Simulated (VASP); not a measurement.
# Settings for SiH₃Cl: self-consistent run

SiH₃Cl, molecule in box, 5 atoms in the cell. RevPBE; PAW potentials Si, Cl, H (PBE set). VASP 6.6.1.

Wanted: levels at the zone centre within 0.01 eV.

What the run is for: levels; Accuracy asked: standard.

Levels at the zone centre: counted from the valence top at that point.

POSCAR:
```
SiH3Cl
1.0
   12.0000000000      0.0000000000      0.0000000000
    0.0000000000     12.0000000000      0.0000000000
    0.0000000000      0.0000000000     12.0000000000
Si Cl H
1 1 3
Direct
    0.4547750000      0.4653958300      0.5100833300
    0.6173000000      0.4210541700      0.5401500000
    0.3848666700      0.4231541700      0.6025833300
    0.4195500000      0.4150375000      0.4030833300
    0.4482083300      0.5884625000      0.5039333300
```

The series start from Plane-wave cutoff (eV): 340; Precision mode (PREC): Accurate; Electronic threshold (eV): 1e-6; Bands in all (NBANDS): 20; Aspherical gradient terms in the spheres (LASPH): yes; Projection operators (LREAL): Auto, ROPT -0.00025; Electronic algorithm: ALGO=Normal; Density mixing: defaults; Placing of the Fermi level (EFERMI): EFERMI=MIDGAP. Each series keeps the choices made before it, and each single choice may use up half of a tolerance.

## Plane-wave cutoff (eV)

| Plane-wave cutoff (eV) | Levels at the zone centre, largest deviation (eV) | SCF iterations | Time (s) |
|---|---|---|---|
| 260 | 0.015 | 27 | 30 |
| 300 | 0.009 | 26 | 45 |
| 340 | 0.006 | 27 | 51 |
| 390 | 0.003 | 27 | 66 |
| 470 | 0.001 | 27 | 104 |
| 590 (reference) | 0.000 | 27 | 137 |

Chosen: 390, the loosest value from which every tighter one stays within half of the tolerance.

## Precision mode (PREC)

| Precision mode (PREC) | Levels at the zone centre, largest deviation (eV) | SCF iterations | Time (s) |
|---|---|---|---|
| SingleN | 0.004 | 27 | 19 |
| Normal | 0.001 | 26 | 30 |
| Single | 0.004 | 27 | 27 |
| Accurate (reference) | 0.000 | 27 | 66 |

Chosen: SingleN.

## Electronic threshold (eV)

| Electronic threshold (eV) | Levels at the zone centre, largest deviation (eV) | SCF iterations | Time (s) |
|---|---|---|---|
| 0.001 | 0.015 | 13 | 9.8 |
| 0.0001 | 0.000 | 22 | 12 |
| 1e-5 | 0.000 | 25 | 14 |
| 1e-6 | 0.000 | 27 | 19 |
| 1e-7 | 0.000 | 29 | 15 |
| 1e-8 (reference) | 0.000 | 30 | 17 |

Chosen: 0.0001.

## Bands in all (NBANDS)

| Bands in all (NBANDS) | Levels at the zone centre, largest deviation (eV) | SCF iterations | Time (s) |
|---|---|---|---|
| 8 | 0.002 | 22 | 8.4 |
| 9 | 0.002 | 22 | 8.9 |
| 11 | 0.002 | 22 | 11 |
| 13 | 0.002 | 22 | 12 |
| 20 | 0.001 | 22 | 12 |
| 33 (reference) | 0.000 | 21 | 16 |

Chosen: 8.

## Aspherical gradient terms in the spheres (LASPH)

| Aspherical gradient terms in the spheres (LASPH) | Levels at the zone centre, largest deviation (eV) | SCF iterations | Time (s) |
|---|---|---|---|
| yes | 0.000 | 22 | 8.4 |
| no | 0.006 | 22 | 8.1 |

Chosen: yes; no other choice that stays within half of the tolerance saves 30 % of the time.

## Projection operators (LREAL)

| Projection operators (LREAL) | Levels at the zone centre, largest deviation (eV) | SCF iterations | Time (s) |
|---|---|---|---|
| Auto, ROPT -0.005 | 0.001 | 22 | 9.3 |
| Auto, ROPT -0.002 | 0.001 | 22 | 10 |
| Auto, ROPT -0.001 | 0.000 | 22 | 8.3 |
| Auto, ROPT -0.0005 | 0.000 | 22 | 10 |
| Auto, ROPT -0.00025 | 0.000 | 22 | 8.4 |
| Auto, ROPT -0.0001 | 0.000 | 22 | 10 |
| False (reference) | 0.000 | 22 | 9.1 |

Chosen: Auto, ROPT -0.005.

## Electronic algorithm

| Electronic algorithm | Levels at the zone centre, largest deviation (eV) | SCF iterations | Time (s) |
|---|---|---|---|
| ALGO=Normal | 0.000 | 22 | 9.3 |
| ALGO=Fast | 0.000 | 22 | 8.3 |
| ALGO=VeryFast | no result | 120 | 43 |
| ALGO=All ISEARCH=1 | 0.001 | 16 | 5.8 |
| ALGO=All ISEARCH=0 | 0.001 | 16 | 7.5 |
| ALGO=Damped TIME=0.4 | 0.367 | 20 | 7.4 |
| ALGO=Damped TIME=0.1 | 0.347 | 32 | 11 |
| ALGO=Old Fast | 0.001 | 21 | 8.0 |

Chosen: ALGO=Normal; ALGO=All ISEARCH=1 would be accurate enough too and is faster here.

## Density mixing

| Density mixing | Levels at the zone centre, largest deviation (eV) | SCF iterations | Time (s) |
|---|---|---|---|
| defaults | 0.000 | 22 | 9.3 |
| AMIN=0.01 | 0.001 | 22 | 10 |
| AMIX=0.2 AMIN=0.01 | 0.002 | 24 | 11 |
| BMIX=3.0 AMIN=0.01 | 0.002 | 39 | 15 |
| AMIX=0.1 BMIX=0.0001 | 0.002 | 16 | 6.4 |
| MIXPRE=2 | 0.001 | 21 | 9.2 |
| AMIX=0.1 | 0.002 | 16 | 5.2 |
| AMIX=0.4 AMIN=0.6 IMIX=2 | 0.001 | 27 | 11 |

Chosen: defaults; AMIX=0.1 would be accurate enough too and is faster here.

## Placing of the Fermi level (EFERMI)

| Placing of the Fermi level (EFERMI) | Levels at the zone centre, largest deviation (eV) | SCF iterations | Time (s) |
|---|---|---|---|
| EFERMI=MIDGAP | 0.000 | 22 | 9.3 |
| EFERMI=LEGACY | 0.000 | 22 | 9.5 |

Chosen: EFERMI=MIDGAP.

## All choices together

| Input | Levels at the zone centre, largest deviation (eV) | Time (s) |
|---|---|---|
| the program's defaults (naive) | 0.018 | 8.7 |
| chosen settings | 0.001 | 9.3 |
| reference settings throughout | 0.000 | 192 |

The tolerance is met.

Values of the reference run: Levels at the zone centre: -0.0002, 0, 6.551 eV from the valence top at Gamma.

## The input

INCAR:
```
SYSTEM = SiH3Cl
  ALGO = Normal
  EDIFF = 1E-4
  EFERMI = MIDGAP
  ENCUT = 390
  GGA = RE
  GGA_COMPAT = .FALSE.
  ISIF = 0
  ISMEAR = 0
  LASPH = .TRUE.
  LCHARG = .FALSE.
  LREAL = Auto
  LWAVE = .FALSE.
  NBANDS = 8
  NELM = 120
  NELMDL = -8
  PREC = SingleN
  ROPT = -0.005 -0.005 -0.005
  SIGMA = 0.03
```

KPOINTS:
```
k-points
0
Gamma
  1 1 1
```

Commands:
```
cat potpaw_PBE.64/Si/POTCAR potpaw_PBE.64/Cl/POTCAR potpaw_PBE.64/H/POTCAR > POTCAR
mpirun -np 1 vasp_gam > vasp.out
```

The chosen input took VASP 6.6.1 9.3 s on 1 core (Intel Xeon 6975P-C (Granite Rapids)), a shared host.

## An input that fails: smearing far too wide

It runs to its end, but against the unchanged starting input it is off by 0.033 eV in the levels at the zone centre.

Changes against the starting input:
```
- ISMEAR = 0
- SIGMA = 0.03
- NELM = 120
+ ISMEAR = 1
+ SIGMA = 1.0
+ NELM = 72
```
